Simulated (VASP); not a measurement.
Consider the following.

```xyz
1
Lattice="0.0000 1.9483 1.9483 1.9483 0.0000 1.9483 1.9483 1.9483 0.0000" Properties=species:S:1:pos:R:3 pbc="T T T"
Pt     1.9483     1.9483     3.8967
```

Computed with SCAN meta-GGA, VASP's PBE PAW potentials (set 64) (plane waves; VASP 6.6.1). Run with 520 eV cut-off, 16×16×16 Γ-centred mesh, first-order Methfessel-Paxton smearing of 0.10 eV, potentials Pt.

Unless said otherwise, spin-orbit coupling is left out, though it shifts the bands of the heavy elements here.

**Question.** Predict the energy per atom (σ→0), band gap (on the k-mesh) with the smallest direct gap where there is one.

**Answer.** 
The band gap (on the k-mesh) comes out as none (metal, semimetal or under 0.01 eV) and the energy per atom (σ→0) is -70.254 eV/atom.

The absolute energy has meaning only against runs of the same code, potentials and settings.

The compound is Pt in the fcc structure. It was relaxed first.
